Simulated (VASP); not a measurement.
The input files of a VASP run:

### KPOINTS
```
Automatic mesh
0
Gamma
6 6 6
0 0 0
```

### INCAR
```
! general
SYSTEM  = ZnNiF6
PREC    = Accurate
ENCUT   = 400   ! plane-wave cut-off (eV)
LREAL   = F   ! projection in real space or not
LASPH   = T

! electronic loop
EDIFF   = 1E-6   ! SCF stop (eV)
NELM    = 100
ALGO    = Normal   ! blocked Davidson
LMAXMIX = 4

! smearing
ISMEAR  = 0
SIGMA   = 0.01   ! width (eV)

! functional
GGA     = PS   ! PBEsol

! ions
ISIF    = 2   ! forces and stress, cell fixed

! output
LWAVE   = F
LCHARG  = F
```

**POSCAR**
```
ZnNiF6
1
    2.4248300000     1.3999760000     4.3655530000
   -2.4248300000     1.3999760000     4.3655530000
    0.0000000000    -2.7999530000     4.3655530000
Zn Ni F
1 1 6
Direct
  0.5000000000   0.5000000000   0.5000000000
  0.0000000000   0.0000000000   0.0000000000
  0.7696800000   0.0973970000   0.3699500000
  0.2303200000   0.9026030000   0.6300500000
  0.3699500000   0.7696800000   0.0973970000
  0.6300500000   0.2303200000   0.9026030000
  0.0973970000   0.3699500000   0.7696800000
  0.9026030000   0.6300500000   0.2303200000
```

POTCAR, in this order: Zn Ni F (PBE.64 set). Program: vasp_std.

Question: Translate this PBEsol calculation to Ansatz.

Answer: One equivalent input (not run):
Ansatz 0.2 input:
```yaml
crystal:
  lattice:
    - [2.4248300, 1.3999760, 4.3655530]
    - [-2.4248300, 1.3999760, 4.3655530]
    - [0.0000000, -2.7999530, 4.3655530]
  atoms:
    - { symbol: Zn, position: [0.5000000, 0.5000000, 0.5000000] }
    - { symbol: Ni, position: [0.0000000, 0.0000000, 0.0000000] }
    - { symbol: F, position: [0.7696800, 0.0973970, 0.3699500] }
    - { symbol: F, position: [0.2303200, 0.9026030, 0.6300500] }
    - { symbol: F, position: [0.3699500, 0.7696800, 0.0973970] }
    - { symbol: F, position: [0.6300500, 0.2303200, 0.9026030] }
    - { symbol: F, position: [0.0973970, 0.3699500, 0.7696800] }
    - { symbol: F, position: [0.9026030, 0.6300500, 0.2303200] }
kpoints:
  mp_grid: { grid: [6, 6, 6] }
hamiltonian:
  xc: pbesol
  pseudopotentials: { kind: paw }
scf:
  occupations: { method: gaussian, width: 0.01 }
  max_iter: 100
output: { forces: true, stress: true, eigenvalues: true }
```
Limits of the translation: each code has its own PAW files, so the cut-off isn't converted (ENCUT is set for VASP's; basis.ecutwfc is left out, and Ansatz then takes the one that its files recommend); Ansatz stops its SCF on the density residual and VASP on the energy change (EDIFF).

The structure comes from a computed database's ZnNiF6 entry (R-3); how it stands against other phases isn't given here. The cell was not relaxed at this level. The run is one of a series of settings (GGA = PS, POTCAR Zn Ni F (PBE.64 set) against the base run), some of them coarse on purpose.
